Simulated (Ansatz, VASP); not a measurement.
**One calculation of CsB3N3, two programs**

```
Cs B N
1.0
     4.37923    0.00000    0.00000
    -2.18962    3.79253    0.00000
     0.00000    0.00000    6.98304
Cs B N
1 3 3
Direct
  0.00000 0.00000 0.50000
  0.33333 0.66667 0.00000
  0.66667 0.33333 0.00000
  0.00000 0.00000 0.00000
  0.33249 0.00000 0.00000
  0.00000 0.33249 0.00000
  0.66751 0.66751 0.00000
```

Alike in both runs: functional PBE; k mesh 6 × 6 × 4; occupations gaussian, width 0.1 eV; no spin polarisation.

Ansatz relaxed the structure, and its values are those at the end. VASP's run is a single point on that final structure, the one shown.

|  | VASP | Ansatz |
| --- | --- | --- |
| version | VASP 6.6.1 | Ansatz 0.2.0 |
| potentials or method | VASP PAW PBE potentials, release 64 (Cs_sv, B, N) | scalar-relativistic, plane waves, PAW |
| plane-wave cutoff (eV) | 520 | 420 |
| valence electrons in the cell | 33 | 33 |

```csv
,VASP,Ansatz,Ansatz less VASP
gap on the k mesh at the Fermi level (eV),none,none,-
pressure (GPa),0.1,0.1,-0.03
```

A gap of «none» marks a metal or a gap that the smearing closes.

Spin-orbit coupling is left out, which matters for the levels of Cs.
